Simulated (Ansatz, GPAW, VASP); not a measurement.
**One structure in several programs: PbO (P4/nmm, 4 atoms in the cell)**

Self-consistent single point.

```yaml
crystal:
  lattice:
    - [3.98000, 0.00000, 0.00000]
    - [0.00000, 3.98000, 0.00000]
    - [0.00000, 0.00000, 5.02000]
  atoms:
    - { symbol: Pb, position: [0.50000, 0.00000, 0.76500] }
    - { symbol: Pb, position: [0.00000, 0.50000, 0.23500] }
    - { symbol: O, position: [0.50000, 0.50000, 0.00000] }
    - { symbol: O, position: [0.00000, 0.00000, 0.00000] }
```

Shared settings, as Ansatz (a program for electronic structure) writes them: kpoints.mp_grid.grid = 2 2 2; scf.occupations.method = fermi_dirac; scf.occupations.width = 0.05 eV. Potentials and cutoffs stand in the table.

```
code                                           model  pressure (GPa)  largest force (eV/Å)  gap on the mesh (eV)   cutoff
------  --------------------------------------------  --------------  --------------------  --------------------  -------
Ansatz                        PBE, default PAW files            4.01                 0.358                 1.247  default
VASP         PBE, VASP's PBE PAW potentials (set 64)            1.85                 0.394                     –   400 eV
GPAW    PBE, GPAW PAW datasets PBE (gpaw-data 1.0.1)               –                 0.294                 1.225   950 eV
```

A dash marks a value that a program does not give, or that is left out as unsure.

No gap is tabulated for VASP: it is not read from that output, or partly filled or unconverged empty levels leave it unsure.

Gaps are read on the mesh.

On Ansatz's run: spin-orbit coupling is off.

The spread over the programs that give each value: pressure within 2.16 GPa; largest force within 0.100 eV/Å; gap on the mesh within 0.022 eV.

Ansatz's pressure is given at a fixed set of plane waves, as the other plane-wave codes print theirs; with its correction for the finite basis it is 4.31 GPa (the shift of 0.30 GPa shows how far the cutoff is from converged). The pressure of GPAW is left out: its cutoff lies under the one at which its stress was checked.

On the base mesh (6 6 5) the same programs gave: GPAW gap on the mesh 1.237 eV; Ansatz pressure 4.34 GPa, gap on the mesh 1.258 eV; VASP pressure 2.23 GPa.

The values differ from the base mesh's, so the mesh still matters here: the table compares the programs at equal settings.

VASP's run is marked for a possible Pulay error in its stress at this cutoff; no cutoff test was made.

The starting cell has typed, rounded lattice constants, without a prior relaxation at this level.

Left out of this page: Quantum ESPRESSO, ABINIT and SIESTA (not drawn, or without a comparable value); CP2K (on another mesh).

Keys are those of Ansatz 0.2.
